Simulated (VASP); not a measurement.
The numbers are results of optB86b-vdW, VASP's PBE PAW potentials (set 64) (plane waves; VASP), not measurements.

The input files of a VASP run:

INCAR:
```
# general
SYSTEM    =  MgH2
PREC      =  Accurate
ENCUT     =  520
LREAL     =  .FALSE.
LASPH     =  .TRUE.
ICHARG    =  11

# electronic loop
EDIFF     =  1E-7
NELM      =  100
ALGO      =  Normal

# smearing
ISMEAR    =  0
SIGMA     =  0.05

# functional
GGA       =  MK
LUSE_VDW  =  .TRUE.
AGGAC     =  0.0
PARAM1    =  0.1234
PARAM2    =  1.0

# output
LWAVE     =  .FALSE.
LCHARG    =  .FALSE.
LORBIT    =  11
```

File POSCAR:
```
MgH2
1
    4.4882765753     0.0000000000     0.0000000000
    0.0000000000     4.4882765753     0.0000000000
    0.0000000000     0.0000000000     3.0002873878
Mg H
2 4
Direct
  1.0000000000   1.0000000000   0.0000000000
  0.5000000000   0.5000000000   0.5000000000
  0.3042036405   0.3042036405   0.0000000000
  0.8042036405   0.1957963595   0.5000000000
  0.1957963595   0.8042036405   0.5000000000
  0.6957963595   0.6957963595   0.0000000000
```

KPOINTS:
```
k-points along high-symmetry lines
10
Line-mode
Reciprocal
  0.000000   0.000000   0.000000 ! GAMMA
  0.000000   0.500000   0.000000 ! X

  0.000000   0.500000   0.000000 ! X
  0.500000   0.500000   0.000000 ! M

  0.500000   0.500000   0.000000 ! M
  0.000000   0.000000   0.000000 ! GAMMA

  0.000000   0.000000   0.000000 ! GAMMA
  0.000000   0.000000   0.500000 ! Z

  0.000000   0.000000   0.500000 ! Z
  0.000000   0.500000   0.500000 ! R

  0.000000   0.500000   0.500000 ! R
  0.500000   0.500000   0.500000 ! A

  0.500000   0.500000   0.500000 ! A
  0.000000   0.000000   0.500000 ! Z

  0.000000   0.500000   0.000000 ! X
  0.000000   0.500000   0.500000 ! R

  0.500000   0.500000   0.000000 ! M
  0.500000   0.500000   0.500000 ! A
```

POTCAR, in this order: Mg H (PBE.64 set). Program: vasp_std. Read from the step before: CHGCAR.

What VASP printed:

### OUTCAR
```
 ion  position               nearest neighbor table
   1  0.000  0.000  0.000-   3 1.93   6 1.93   5 1.95   4 1.95   4 1.95   5 1.95   2 3.51   2 3.51
                             2 3.51   2 3.51   2 3.51   2 3.51   2 3.51   2 3.51
   2  0.500  0.500  0.500-   4 1.93   5 1.93   3 1.95   6 1.95   3 1.95   6 1.95   1 3.51   1 3.51
                             1 3.51   1 3.51   1 3.51   1 3.51   1 3.51   1 3.51
   3  0.304  0.304  0.000-   1 1.93   2 1.95   2 1.95
   4  0.804  0.196  0.500-   2 1.93   1 1.95   1 1.95
   5  0.196  0.804  0.500-   2 1.93   1 1.95   1 1.95
   6  0.696  0.696  0.000-   1 1.93   2 1.95   2 1.95
  LATTYP: Found a simple tetragonal cell.
 ALAT       =     4.4882765753
 C/A-ratio  =     0.6684720376
 Subroutine PRICEL returns:
 Original cell was already a primitive cell.
 Subroutine GETGRP returns: Found 16 space group operations
The static configuration has the point symmetry D_2h.
 The point group associated with its full space group is D_4h.
The dynamic configuration has the point symmetry D_2h.
 Subroutine INISYM returns: Found 16 space group operations
   k-points           NKPTS =     90   k-points in BZ     NKDIM =     90   number of bands    NBANDS=      8
   number of dos      NEDOS =    301   number of ions     NIONS =      6
   total plane-waves  NPLWV =  31104
   dimension x,y,z NGX =    36 NGY =   36 NGZ =   24
   dimension x,y,z NGXF=    72 NGYF=   72 NGZF=   48
   ions per type =               2   4
...
```

OSZICAR:
```
       N       E                     dE             d eps       ncg     rms          rms(c)
DAV:   1     0.532807880935E+01    0.53281E+01   -0.31542E+03  1440   0.751E+02
DAV:   2    -0.143289130734E+02   -0.19657E+02   -0.18429E+02  2048   0.778E+01
DAV:   3    -0.148901909361E+02   -0.56128E+00   -0.56128E+00  1864   0.193E+01
DAV:   4    -0.148914620200E+02   -0.12711E-02   -0.12711E-02  1952   0.894E-01
DAV:   5    -0.148914698497E+02   -0.78297E-05   -0.78297E-05  1792   0.539E-02
DAV:   6    -0.148914699818E+02   -0.13208E-06   -0.13208E-06  1968   0.594E-03
DAV:   7    -0.148914699843E+02   -0.24934E-08   -0.24935E-08  1816   0.752E-04
   1 F= -.14891470E+02 E0= -.14891470E+02  d E =-.377260E-12
```

File OUTCAR:
```
 val. band max:       -0.5982839892   @ k =   0.1667   0.1667   0.0000

 cond. band min:       3.2605443395   @ k =   0.3889   0.3889   0.5000



 k-point     1 :       0.0000    0.0000    0.0000
  band No.  band energies     occupation
      1      -7.0400      2.00000
      2      -2.0514      2.00000
      3      -2.0514      2.00000
      4      -0.9991      2.00000
      5       4.2161      0.00000
      6       4.5841      0.00000
      7       8.7329      0.00000
      8       8.7329      0.00000

 k-point     2 :       0.0000    0.0556    0.0000
  band No.  band energies     occupation
      1      -7.0195      2.00000
      2      -2.1900      2.00000
      3      -2.0376      2.00000
      4      -0.9249      2.00000
      5       4.2723      0.00000
      6       4.5947      0.00000
      7       8.5135      0.00000
      8       8.7912      0.00000

 k-point     3 :       0.0000    0.1111    0.0000
  band No.  band energies     occupation
      1      -6.9576      2.00000
      2      -2.5157      2.00000
      3      -1.9964      2.00000
      4      -0.7868      2.00000
      5       4.3370      0.00000
      6       4.7350      0.00000
      7       8.0431      0.00000
      8       8.9555      0.00000

 k-point     4 :       0.0000    0.1667    0.0000
  band No.  band energies     occupation
      1      -6.8548      2.00000
      2      -2.9224      2.00000
      3      -1.9286      2.00000
      4      -0.6772      2.00000
      5       4.3095      0.00000
      6       5.1144      0.00000
      7       7.5096      0.00000
      8       9.1999      0.00000

 k-point     5 :       0.0000    0.2222    0.0000
  band No.  band energies     occupation
      1      -6.7115      2.00000
      2      -3.3603      2.00000
      3      -1.8356      2.00000
      4      -0.6260      2.00000
      5       4.2709      0.00000
      6       5.6576      0.00000
      7       6.9783      0.00000
      8       9.4971      0.00000
...
```

The density is held fixed in this step, so its total energy and stress have no physical meaning.

The compound is MgH2 in the rutile structure. It was relaxed first.
